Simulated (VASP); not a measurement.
Data:

```
KTaO3
1.0
    3.96063     0.00000     0.00000
    0.00000     3.96063     0.00000
    0.00000     0.00000     3.96063
K Ta O
1 1 3
Direct
  0.50000   0.50000   0.50000
  0.00000   0.00000   0.00000
  0.00000   0.50000   0.00000
  0.50000   0.00000   0.00000
  0.00000   0.00000   0.50000
```

Computed with LDA (Ceperley-Alder, Perdew-Zunger), VASP's LDA PAW potentials (set 64) (plane waves; VASP 6.6.1). Numerical set-up: 520 eV cut-off, Gaussian smearing of 0.050 eV, potentials K_sv Ta_pv O.

Unless said otherwise, spin-orbit coupling is left out, though it shifts the bands of the heavy elements here.

### Question
Give the energies of bands 11 to 22 at the high-symmetry points, in eV from the valence-band maximum.

### Answer

```csv
band,Γ,X,M,R
11,-2.42,-5.55,-5.62,-5.61
12,-2.42,-2.66,-5.52,-5.51
13,-2.42,-2.66,-4.76,-5.51
14,-1.11,-2.35,-2.98,-4.02
15,-1.11,-2.35,-2.98,-4.02
16,-1.11,-2.23,-1.60,-4.02
17,-0.61,-1.62,-1.48,0.00
18,-0.61,-0.85,-1.48,0.00
19,-0.61,-0.85,-0.04,0.00
20,2.06,2.24,5.11,6.59
21,2.06,5.07,5.11,6.59
22,2.06,5.07,6.42,6.59
```

The gap is indirect, 2.06 eV, from the valence maximum at R to the conduction minimum at Γ.

The structure comes from a computed database's KTaO3 entry (Pm-3m); how it stands against other phases isn't given here. It was relaxed first.
